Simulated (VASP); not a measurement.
A convergence study with VASP on GaSb (zinc blende): one setting is varied, all else stays as given below, so the limit is that of these other settings. Each run relaxes cell and ions from the cell shown. The basis is that of the starting cell, so low cut-offs carry a Pulay error.

```yaml
crystal:
  lattice:
    - [0.00000, 3.05000, 3.05000]
    - [3.05000, 0.00000, 3.05000]
    - [3.05000, 3.05000, 0.00000]
  atoms:
    - { symbol: Ga, position: [0.00000, 0.00000, 0.00000] }
    - { symbol: Sb, position: [0.25000, 0.25000, 0.25000] }
```

Calculation: PBE GGA, VASP's PBE PAW potentials (set 64) (plane waves; VASP). The tightest run used: 700 eV cut-off, 6×6×6 Γ-centred mesh, Gaussian smearing of 0.050 eV, potentials Ga_d Sb.

```
setting      relaxed volume (Å³/atom)  E (eV/atom)  plane waves
-----------  ------------------------  -----------  -----------
ENCUT = 200                    24.990      -3.6507          375
ENCUT = 250                    28.483      -3.6469          531
ENCUT = 300                    29.959      -3.6707          692
ENCUT = 350                    30.029      -3.6704          869
ENCUT = 400                    29.971      -3.6693         1056
```

Question: These are the cheaper rows. Estimate the results at ENCUT = 700, and how far the last row shown lies from them.

Answer: 
```json
[
 {"quantity": "relaxed volume (Å³/atom)", "tightest run": "30.069", "last row shown is off by": "-0.097"},
 {"quantity": "E (eV/atom)", "tightest run": "-3.6714", "last row shown is off by": "0.0021"}
]
```

Left out are rungs that failed or repeat a setting and relaxations that didn't move; long series are thinned to 24 rows.

The compound is GaSb in the zinc blende structure.
